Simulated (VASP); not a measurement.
OSZICAR of a VASP run on C (graphite):

### OSZICAR
```
       N       E                     dE             d eps       ncg     rms          rms(c)
DAV:   1     0.568011972481E+02    0.56801E+02   -0.81679E+03   584   0.121E+03
DAV:   2    -0.360334176931E+02   -0.92835E+02   -0.84334E+02   828   0.228E+02
DAV:   3    -0.403837458061E+02   -0.43503E+01   -0.43227E+01   700   0.515E+01
DAV:   4    -0.404483550016E+02   -0.64609E-01   -0.64537E-01   724   0.736E+00
DAV:   5    -0.404498056160E+02   -0.14506E-02   -0.14499E-02   732   0.108E+00    0.920E+00
DAV:   6    -0.386077731054E+02    0.18420E+01   -0.17039E+00   664   0.909E+00    0.539E+00
DAV:   7    -0.379683099153E+02    0.63946E+00   -0.21158E+00   668   0.101E+01    0.132E+00
DAV:   8    -0.379832307338E+02   -0.14921E-01   -0.79458E-02   632   0.195E+00    0.129E-01
DAV:   9    -0.379834933368E+02   -0.26260E-03   -0.14033E-03   744   0.312E-01    0.890E-02
DAV:  10    -0.379845177059E+02   -0.10244E-02   -0.12864E-03   628   0.268E-01    0.473E-02
DAV:  11    -0.379845228614E+02   -0.51555E-05   -0.15134E-05   752   0.327E-02    0.786E-03
DAV:  12    -0.379845303131E+02   -0.74517E-05   -0.74176E-06   652   0.226E-02    0.413E-03
DAV:  13    -0.379845303166E+02   -0.35207E-08   -0.12575E-07   508   0.325E-03
   1 F= -.37984530E+02 E0= -.37983792E+02  d E =-.379845E+02
       N       E                     dE             d eps       ncg     rms          rms(c)
DAV:   1    -0.379843618285E+02    0.16848E-03   -0.89102E-03   636   0.101E+00    0.772E-02
DAV:   2    -0.379843041445E+02    0.57684E-04   -0.96517E-05   736   0.906E-02    0.472E-02
DAV:   3    -0.379842716642E+02    0.32480E-04   -0.41282E-05   672   0.547E-02    0.964E-03
DAV:   4    -0.379842714555E+02    0.20866E-06   -0.56422E-07   500   0.695E-03
   2 F= -.37984271E+02 E0= -.37983534E+02  d E =0.258861E-03
       N       E                     dE             d eps       ncg     rms          rms(c)
DAV:   1    -0.379846358676E+02   -0.36420E-03   -0.42100E-03   636   0.693E-01    0.534E-02
DAV:   2    -0.379846104170E+02    0.25451E-04   -0.46087E-05   716   0.622E-02    0.326E-02
DAV:   3    -0.379845963859E+02    0.14031E-04   -0.19481E-05   672   0.375E-02    0.662E-03
DAV:   4    -0.379845962993E+02    0.86623E-07   -0.26622E-07   448   0.478E-03
   3 F= -.37984596E+02 E0= -.37983858E+02  d E =-.659827E-04
```

Q: Which electronic solver shows in the log?

A: It is blocked Davidson (ALGO = Normal, or the opening steps of other solvers). The INCAR had ALGO = Normal.

Q: Can the final energy be trusted as converged?

A: The calculation finished and met its thresholds. It stopped with EDIFF = 1E-6, NELM = 100, NSW = 60 and EDIFFG = -0.02 after 3 ionic steps (AM05 GGA, plane waves, VASP's PBE PAW potentials (set 64)). Without a dispersion term in the relaxation, distances and binding between the weakly bound layers, chains or molecules are unreliable, and so is what depends on them.

The compound is C in the graphite structure. This run relaxes it. Symmetry was kept, so distortions that lower it aren't found. The k-mesh is coarse (spacing up to 0.33 per Å, 2π included), so the numbers may not be converged in it. The start is the result of an earlier pass.
